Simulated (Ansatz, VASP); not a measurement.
**Cross-check of SbAs between VASP and Ansatz**

Wanted: the spread between two codes on one cell, functional and k mesh. The cell is taken from a series of runs on this material, whose earlier steps may have relaxed or scaled it; both programs get it as it stands.

Method: plane waves, with VASP 6.6.1 beside it; single point at LDA, in Ansatz 0.2.0.

**1. The structure**

The structure is trigonal, space group R3m (No. 160). The conventional cell has a = 4.084 Å, b = 4.084 Å, c = 10.669 Å, α = 90.00°, β = 90.00°, γ = 120.00°. Nearest to Sb lie 6 As at 2.75 to 3.18 Å. As has 6 Sb at 2.75 to 3.18 Å nearest. Farther neighbours are not listed.

**2. Ansatz: single point, LDA**

Ansatz runs on its default PAW (the set named soft_2) files.

With cell and atoms fixed, the geometry can't cause a difference; cores, projectors, grids and the points listed under the comparison can.

The input, input.yaml:

```yaml
crystal:
  lattice:
    - [2.0419759232, 1.178935349, 3.5562985686]
    - [-2.0419759232, 1.178935349, 3.5562985686]
    - [0.0, -2.3578706979, 3.5562985686]
  atoms:
    - { symbol: Sb, position: [0.2330207327, 0.2330207327, 0.2330207327] }
    - { symbol: As, position: [0.7669772673, 0.7669772673, 0.7669772673] }
hamiltonian:
  xc: lda
  pseudopotentials: { kind: paw }
kpoints:
  mp_grid: { grid: [6, 6, 6] }
scf:
  occupations: { method: gaussian, width: 0.05 }
  n_extra_bands: 4
output:
  forces: true
  stress: true
  eigenvalues: true
```

Run with:

```console
ansatz run input.yaml --threads 2 --pin off --max-ram 4608MiB --backend cpu --events-out ev --progress --plain --runs-dir out
```

Numbers of over 12 decimals in the logs are rounded to 6 here.

The program printed:

```text
scf.n_extra_bands = 4 over 15 filled bands (N_el = 30.0): the run solves 19 bands
Engine: ansatz 0.2.0, aarch64-unknown-linux-gnu
Pseudopotentials: kind: paw
Pseudopotential: Sb, paw, valence charge 15, recommended cutoff 420 eV (normal), Sb.paw.azcp
Pseudopotential: As, paw, valence charge 15, recommended cutoff 420 eV (normal), As.paw.azcp
Functional definition: SPW92
  exchange = slater_x
  correlation = pw_c
Crystal: 2 atoms, lattice volume = 51.368 Å³
Basis set: ecut = 420 eV, 983 PW (Γ)
Bands: 19, of which v1, the nominal top of the filled ones, is band 15 counted from 1 (14 counted from 0)
Symmetry: 6 space group operations
Space group: R3m (ITA 160), of the structure as read, at distance tolerance 3.7e-5 Å
k-points: 32 of 216 (time reversal used)
Non-local potential: Sb, projectors of the file, l = 0: 2, l = 1: 2, l = 2: 2, l = 3: 2
Non-local potential: As, projectors of the file, l = 0: 2, l = 1: 2, l = 2: 3, l = 3: 1
PAW form: soft (Blöchl's): semilocal exchange-correlation on the pseudo side does not see the compensation charge
PAW frozen core: Sb, regenerated for the run's functional, and the local potential with it (the file was generated under x = pbe(κ = 0.804, μ = 0.219515), c = pbe(β = 0.066725))
PAW frozen core: As, regenerated for the run's functional, and the local potential with it (the file was generated under x = pbe(κ = 0.804, μ = 0.219515), c = pbe(β = 0.066725))
PAW one-centre angular grid: Sb, 590 points (default); XC on 64 Gauss nodes
PAW one-centre angular grid: As, 590 points (default); XC on 64 Gauss nodes
Initial density: superposition of atomic densities (neutral atoms: chi_scale 0, normalization atom), corrected by the library's trained network
Initial wavefunctions: pseudopotential atomic-orbital guess
Functional: x = slater, c = lda
SCF iter   1: F=—  HF=-11109.526622 eV  |F-HF|=—  |Δ(HF+E_count)|=         —  Δρ=5.87e-3  dr2=1.09e-2  ethr=1.77e-3  ⟨swp⟩=5.9  Hψ=3005  notcnv=0
preconditioner: auto → none  [insulator: Δε(μ)=0.383 eV  Ē_g=9.325 eV  σ=0.050 eV  W_gap=0.50  n_scr=14 (ndim 8)  ℏωp=16.4 eV  f_vac=0.003  D(μ)=0.63/eV (n_scr^D=0)  ε∞_Penn≈4.1]
SCF iter   2: F=—  HF=-11109.521963 eV  |F-HF|=—  |Δ(HF+E_count)|=   4.66e-3  Δρ=2.65e-3  dr2=2.77e-3  ethr=3.62e-5  ⟨swp⟩=1.9  Hψ=976  notcnv=0
SCF iter   3: F=—  HF=-11109.521154 eV  |F-HF|=—  |Δ(HF+E_count)|=   8.09e-4  Δρ=3.39e-4  dr2=9.21e-5  ethr=9.23e-6  ⟨swp⟩=2.5  Hψ=932  notcnv=0
SCF iter   4: F=—  HF=-11109.521133 eV  |F-HF|=—  |Δ(HF+E_count)|=   2.13e-5  Δρ=1.50e-4  dr2=1.54e-5  ethr=3.07e-7  ⟨swp⟩=2.0  Hψ=1089  notcnv=0
SCF iter   5: F=—  HF=-11109.521128 eV  |F-HF|=—  |Δ(HF+E_count)|=   5.09e-6  Δρ=3.07e-5  dr2=2.19e-7  ethr=5.13e-8  ⟨swp⟩=2.0  Hψ=929  notcnv=0
SCF iter   6: F=-11109.521128 eV  HF=-11109.521128 eV  |F-HF|=2.59e-8  |Δ(HF+E_count)|=   1.02e-7  Δρ=1.09e-5  dr2=3.99e-8  ethr=3.33e-10  ⟨swp⟩=6.3  Hψ=2994  notcnv=0
SCF 1 converged in 6 iterations: F = -11109.521128 eV  dr2 = 3.99e-8
  greatest PAW one-centre occupation: 0.999 electrons in one spin orbital (limit 2), on the As atom at site 1 (counted from 0), in its partial waves of l = 2
SCF converged after 6 iterations
Free energy (F): -11109.521128 eV
Harris-Foulkes:  -11109.521128 eV  (|F-HF|=2.59e-8)
Internal energy: -11109.520342 eV  (E = F + TS)
E sigma→0 (E₀):  -11109.520735 eV
Entropy (-TS):   -0.000786 eV (-0.393 meV/atom)
Fermi energy:    10.002917 eV
--- Per-component energies (eV) ---
  E_band       = -410.026982
  E_kinetic    = 311.022456
  E_local      = -3283.275466  (includes V_loc(G=0)·N_el)
  E_nonlocal   = -299.490574
  E_hartree    = 1652.655734
  E_xc         = -216.951800
  E_vxc        = -176.987074  (∫ρ·V_xc dr)
  E_paw        = -6179.209852  (= ΣΔE_a)
  E_vpaw       = -266.600339  (= ΣTr[D̂ρ^β])
  E_aug_tail   = 0.000007  (compensation charges beyond the density's cutoff)
  E_ewald      = -3096.904902
  E_core_change = 2.634054  (= ΣΔE_core)
  E_smearing   = -0.000786  (= −TS)
  E_closure    = 0.000000  (closes the sum)
  Σ components = -11109.521128   (vs F -11109.521128, Δ=0.00e0)
--- Forces (eV/Å), atoms counted from 1 ---
  atom   1  Sb     0.00000000    -0.00000000    -0.24616744
  atom   2  As    -0.00000000     0.00000000     0.24616980
  max |Σ_I F_I| component: 2.36e-6 eV/Å
--- Stress (GPa, compression-positive) ---
       -3.093802      -0.000000       0.000000
        0.000000      -3.093802       0.000000
        0.000000       0.000000      -2.585059
  P = ⅓ Tr σ = -2.9242 GPa (-29.242 kbar)
--- Band table (eV; the first three rows and the last of 32) ---
  k-point 0: bands = [... 11 lower, 4.6111, 7.9562, 8.1891, 8.1891, 12.4050, 13.1016, 13.1016, 15.8844]
  k-point 1: bands = [... 11 lower, 3.4966, 7.9804, 8.1167, 8.5638, 12.0542, 12.3104, 12.3898, 15.2358]
  k-point 2: bands = [... 11 lower, 1.4547, 8.0227, 8.0299, 9.0963, 10.8122, 11.0684, 11.2400, 16.3642]
  k-point 31: bands = [... 11 lower, 0.5073, 8.6310, 8.6310, 9.3642, 10.3925, 10.3925, 11.2759, 17.6993]
```

The run ends at a pressure of -2.92 GPa, with forces up to 0.25 eV/Å.

**3. VASP: single point, LDA**

The same cell, functional (in two slightly different forms), mesh and smearing now go to VASP, with its own data sets and cutoff.

Lines of VASP's logs that name or quote its potential files are left out, and so is its time.

The input, INCAR:

```
SYSTEM = SbAs
PREC = Accurate
ENCUT = 520
EDIFF = 1E-06
NELM = 100
ISMEAR = 0
SIGMA = 0.05
LREAL = .FALSE.
ALGO = Normal
GGA = CA
NBANDS = 16
LORBIT = 11
LWAVE = .FALSE.
LCHARG = .FALSE.
KPAR = 2
ISIF = 2
```

The input, POSCAR:

```
SbAs
1.0
    2.0419759232      1.1789353490      3.5562985686
   -2.0419759232      1.1789353490      3.5562985686
    0.0000000000     -2.3578706979      3.5562985686
Sb As
1 1
Direct
    0.2330207327      0.2330207327      0.2330207327
    0.7669772673      0.7669772673      0.7669772673
```

The input, KPOINTS:

```
Automatic mesh
0
Gamma
6 6 6
0 0 0
```

PAW data sets: Sb_d_GW and As_GW (LDA family, release 64).

Run with:

```console
mpirun -np 2 vasp_std
```

The program printed:

```text
[banner, memory and clock lines left out]
running    2 mpi-ranks, on    1 nodes
 distrk:  each k-point on    1 cores,    2 groups
 distr:  one band on    1 cores,    1 groups

 POSCAR found type information on POSCAR SbAs
 POSCAR found :  2 types and       2 ions
 LDA part: xc-table for (Slater(with rela. corr.)+CA(PZ))
 , standard interpolation
 POSCAR, INCAR and KPOINTS ok, starting setup
 FFT: planning ... GRIDC
 FFT: planning ... GRID_SOFT
 FFT: planning ... GRID
 WAVECAR not read
 entering main loop
       N       E                     dE             d eps       ncg     rms          rms(c)
DAV:   1     0.116249837096E+03    0.11625E+03   -0.72828E+03  1208   0.120E+04
DAV:   2     0.117419736748E+01   -0.11508E+03   -0.11196E+03  1744   0.104E+03
DAV:   3    -0.994399692460E+01   -0.11118E+02   -0.11034E+02  1600   0.121E+02
DAV:   4    -0.103068600665E+02   -0.36286E+00   -0.36258E+00  1384   0.165E+01
DAV:   5    -0.103332883651E+02   -0.26428E-01   -0.26427E-01  1584   0.470E+00    0.363E+00
DAV:   6    -0.102589262162E+02    0.74362E-01   -0.23090E-01  1736   0.132E+01    0.209E+00
DAV:   7    -0.102520807247E+02    0.68455E-02   -0.21616E-02  1408   0.189E+00    0.932E-01
DAV:   8    -0.102502376533E+02    0.18431E-02   -0.31841E-03  1520   0.185E+00    0.387E-02
DAV:   9    -0.102502169497E+02    0.20704E-04   -0.54524E-04  1360   0.100E+00    0.178E-02
DAV:  10    -0.102502192671E+02   -0.23175E-05   -0.60110E-05  1720   0.880E-02    0.713E-03
DAV:  11    -0.102502196820E+02   -0.41489E-06   -0.43130E-06  1144   0.709E-02
   1 F= -.10250220E+02 E0= -.10249827E+02  d E =-.784790E-03
```

Parts of OUTCAR (step 3):

```text
ion  position               nearest neighbor table
   1  0.233  0.233  0.233-   2 2.75   2 2.75   2 2.75
   2  0.767  0.767  0.767-   1 2.75   1 2.75   1 2.75

  LATTYP: Found a trigonal (rhomboedric) cell.
 ALAT       =     4.2669443091
 COS(alpha) =     0.5419664603

 Subroutine GETGRP returns: Found  6 space group operations
 (whereof  6 operations were pure point group operations)

The static configuration has the point symmetry C_3v.

 Found     32 irreducible k-points:

   k-points           NKPTS =     32   k-points in BZ     NKDIM =     32   number of bands    NBANDS=     16

   dimension x,y,z NGX =    32 NGY =   32 NGZ =   32
   dimension x,y,z NGXF=    64 NGYF=   64 NGZF=   64

   ENCUT  =  520.0 eV  38.22 Ry    6.18 a.u.   7.93  7.93  7.93*2*pi/ulx,y,z

   NELECT =      20.0000    total number of electrons

 k-points in reciprocal lattice and weights: Automatic mesh
   0.00000000  0.00000000  0.00000000       0.005
   0.16666667  0.00000000  0.00000000       0.028
   0.33333333  0.00000000  0.00000000       0.028
   0.50000000  0.00000000 -0.00000000       0.014
   0.16666667  0.16666667  0.00000000       0.028
   0.33333333  0.16666667  0.00000000       0.056
   0.50000000  0.16666667 -0.00000000       0.056
  -0.33333333  0.16666667  0.00000000       0.056
  -0.16666667  0.16666667  0.00000000       0.028
[...]
-0.33333333  0.50000000  0.33333333       0.028
   0.50000000  0.50000000  0.50000000       0.005

 average (electrostatic) potential at core
       1 -82.3811       2 -53.1258

 E-fermi :   5.2067

 k-point     1 :       0.0000    0.0000    0.0000
  band No.  band energies     occupation
    ...
      6      -8.4509      2.00000
      7      -0.1386      2.00000
      8       3.1455      2.00000
      9       3.3771      2.00000
     10       3.3771      2.00000
     11       7.5892      0.00000
     12       8.2903      0.00000
     13       8.2903      0.00000
     14      11.0574      0.00000
     15      11.0574      0.00000
    ...

 k-point     2 :       0.1667    0.0000    0.0000
  band No.  band energies     occupation
    ...
      6      -8.1290      2.00000
      7      -1.2683      2.00000
      8       3.1692      2.00000
      9       3.3039      2.00000
     10       3.7626      2.00000
     11       7.2459      0.00000
     12       7.5026      0.00000
     13       7.5794      0.00000
     14      10.4104      0.00000
     15      11.0448      0.00000
    ...

 k-point     3 :       0.3333    0.0000    0.0000
  band No.  band energies     occupation
    ...
      6      -7.2022      2.00000
      7      -3.3241      2.00000
      8       3.2129      2.00000
      9       3.2157      2.00000
     10       4.2967      2.00000
     11       6.0073      0.00000
     12       6.2656      0.00000
     13       6.4298      0.00000
     14      11.5426      0.00000
     15      12.5238      0.00000
    ...

  Total       -0.9530296     -0.9530296     -0.8025442      0.0000000     -0.0000000      0.0000000
  in kB      -29.7253461    -29.7253461    -25.0316507      0.0000000     -0.0000000      0.0000000
  external PRESSURE =     -28.1607810 kB  Pullay stress =       0.0000000 kB

  energy-cutoff  :      520.00
  volume of cell :       51.37
      direct lattice vectors                 reciprocal lattice vectors
     2.041975923  1.178935349  3.556298569     0.244860869  0.141370489  0.093730413
    -2.041975923  1.178935349  3.556298569    -0.244860869  0.141370489  0.093730413
     0.000000000 -2.357870698  3.556298569     0.000000000 -0.282740978  0.093730413

 POSITION                                       TOTAL-FORCE (eV/Angst)
 -----------------------------------------------------------------------------------
      0.00000      0.00000      2.48607         0.000000     -0.000000     -0.225250
      0.00000      0.00000      8.18280         0.000000      0.000000      0.225250
 -----------------------------------------------------------------------------------
    total drift:                                0.000000      0.000000      0.001069

  FREE ENERGIE OF THE ION-ELECTRON SYSTEM (eV)
  ---------------------------------------------------
  free  energy   TOTEN  =       -10.2502196820 eV

  energy  without entropy=      -10.2494348925  energy(sigma->0) =      -10.24982729

 total charge
# of ion       s       p       d       f       tot
--------------------------------------------------
    1        1.368   1.300  10.015   0.012  12.695
    2        1.300   1.357   0.035   0.000   2.691
--------------------------------------------------
tot          2.667   2.656  10.050   0.012  15.386

[... 3 further parts left out ...]
```

The run ends at a pressure of -2.82 GPa, with forces up to 0.23 eV/Å.

**4. Comparison**

Known differences besides the PAW data sets themselves: the two LDA forms differ slightly; the data sets hold 30 valence electrons in Ansatz (default PAW (the set named soft_2) files) and 20 in VASP; the cutoff is 420 eV in Ansatz and 520 eV in VASP; Ansatz makes its cores anew for this functional, VASP keeps those of its LDA data sets. Total energies have different zeros and are not compared.

Both answers:

| quantity | Ansatz | VASP | difference |
| --- | --- | --- | --- |
| pressure (GPa) | -2.92 | -2.82 | -0.11 |

Forces (eV/Å; atoms numbered as in POSCAR):

| atom | Ansatz x, y, z | VASP x, y, z |
| --- | --- | --- |
| Sb1 | 0.000, 0.000, -0.246 | 0.000, 0.000, -0.225 |
| As2 | 0.000, 0.000, 0.246 | 0.000, 0.000, 0.225 |

The forces differ by 12 meV/Å r.m.s., which is 9.3 % of the r.m.s. force of 0.13 eV/Å (both taken over all components). Ansatz's pressure holds a Pulay correction of 0.04 GPa; VASP's holds none.

**5. Results**

```
r.m.s. force difference (single point, LDA) : 12 meV/Å
```

**Reading.** The r.m.s. force difference is 12 meV/Å (single point, LDA), at about the 12 meV/Å picked in this series as the mark of a large difference. No further run was made for the single point, LDA pair; the unlike valence counts (30 against 20 electrons) are a candidate cause, untested here. Differences of this kind measure data sets and numerical settings, not the functional's error against experiment.

[Lines on the potential files, build, host, timing and source positions are cut from VASP's logs without a mark.]

[Logs are printed without paths, hosts, clocks, repeated set-up lines and the standing remarks that a program may print on its own settings, such as how far it seeks lower states.]

[Hosts, paths, dates, database ids (printed as entryN), source tags and the programs' standing remarks are cut or masked in the printed files.]
